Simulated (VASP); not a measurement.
All values below come from PBE GGA, VASP's PBE PAW potentials (set 64) (plane waves; VASP 6.6.1).

The input files of a VASP run:

**KPOINTS**
```
Automatic mesh
0
Gamma
6 6 3
0 0 0
```

File POSCAR:
```
SnSe2
1
    1.9012880000    -3.2833080000     0.0000000000
    1.9012880000     3.2833080000     0.0000000000
    0.0000000000     0.0000000000     6.3106940000
Sn Se
1 2
Direct
  0.0000000000   0.0000000000   0.0000000000
  0.3333330000   0.6666670000   0.2500000000
  0.6883030000   0.3549690000   0.7500000000
```

INCAR:
```
# general
SYSTEM =SnSe2
PREC   =Low
ENCUT  =400
LREAL  =F   # projection in real space or not
LASPH  =T   # aspherical one-centre terms

# electronic loop
EDIFF  =1E-6   # SCF stop (eV)
NELM   =100   # most electronic steps
ALGO   =Normal   # blocked Davidson
LMAXMIX=4

# smearing
ISMEAR =0   # Gaussian
SIGMA  =0.05   # width (eV)

# functional
GGA    =PE   # PBE

# ions
ISIF   =2

# output
LWAVE  =F
LCHARG =F
```

POTCAR, in this order: Sn_d Se (PBE.64 set). Program: vasp_std.

What VASP printed:

OSZICAR:
```
       N       E                     dE             d eps       ncg     rms          rms(c)
DAV:   1     0.175996112798E+03    0.17600E+03   -0.10869E+04  1923   0.145E+03
DAV:   2     0.573808045868E+01   -0.17026E+03   -0.16746E+03  2081   0.347E+02
DAV:   3    -0.115484075292E+02   -0.17286E+02   -0.16905E+02  2420   0.110E+02
DAV:   4    -0.120375663791E+02   -0.48916E+00   -0.48851E+00  2436   0.200E+01
DAV:   5    -0.120489699908E+02   -0.11404E-01   -0.11403E-01  2884   0.297E+00    0.509E+00
DAV:   6    -0.118004528192E+02    0.24852E+00   -0.60447E-01  2842   0.874E+00    0.330E+00
DAV:   7    -0.117814804572E+02    0.18972E-01   -0.16718E-01  2387   0.292E+00    0.100E+00
DAV:   8    -0.117813931902E+02    0.87267E-04   -0.13225E-02  2424   0.120E+00    0.279E-01
DAV:   9    -0.117818787595E+02   -0.48557E-03   -0.14840E-03  2192   0.311E-01    0.829E-02
DAV:  10    -0.117818860912E+02   -0.73317E-05   -0.12940E-04  2732   0.897E-02    0.326E-02
DAV:  11    -0.117819173633E+02   -0.31272E-04   -0.51766E-05  2028   0.440E-02    0.832E-03
DAV:  12    -0.117819175989E+02   -0.23557E-06   -0.20929E-06  2297   0.133E-02
   1 F= -.11781918E+02 E0= -.11781918E+02  d E =-.226395E-12
```

File OUTCAR:
```
------------------------ aborting loop because EDIFF is reached ----------------------------------------
  FORCE on cell =-STRESS in cart. coord.  units (eV):
  Direction    XX          YY          ZZ          XY          YZ          ZX
  --------------------------------------------------------------------------------------
  Total        2.0261453      2.1368800      1.8601653      0.1023788      0.0208747      0.4609211
  in kB       41.2016425     43.4534294     37.8264406      2.0818720      0.4244867      9.3728261
  external PRESSURE =      40.8271708 kB  Pullay stress =       0.0000000 kB
  volume of cell :       78.79
      direct lattice vectors                 reciprocal lattice vectors
     1.901288000 -3.283308000  0.000000000     0.262979622 -0.152285439  0.000000000
     1.901288000  3.283308000  0.000000000     0.262979622  0.152285439  0.000000000
     0.000000000  0.000000000  6.310694000     0.000000000  0.000000000  0.158461177
 POSITION                                       TOTAL-FORCE (eV/Angst)
 -----------------------------------------------------------------------------------
      0.00000      0.00000      0.00000         0.240571      0.031757      0.036771
      1.90129      1.09444      1.57767         0.048802     -0.008551      0.336040
      1.98356     -1.09444      4.73302        -0.289373     -0.023206     -0.372811
 -----------------------------------------------------------------------------------
    total drift:                                0.000798     -0.002135     -0.000173
  FREE ENERGIE OF THE ION-ELECTRON SYSTEM (eV)
  ---------------------------------------------------
  free  energy   TOTEN  =       -11.7819175989 eV

  energy  without entropy=      -11.7819175989  energy(sigma->0) =      -11.78191760
```
(Selected blocks of OUTCAR.)

The compound is SnSe2 in the 1T layered structure. The cell was not relaxed at this level, atoms are displaced from their ideal sites. The run is one of a series of settings (PREC = Low against the base run), some of them coarse on purpose.
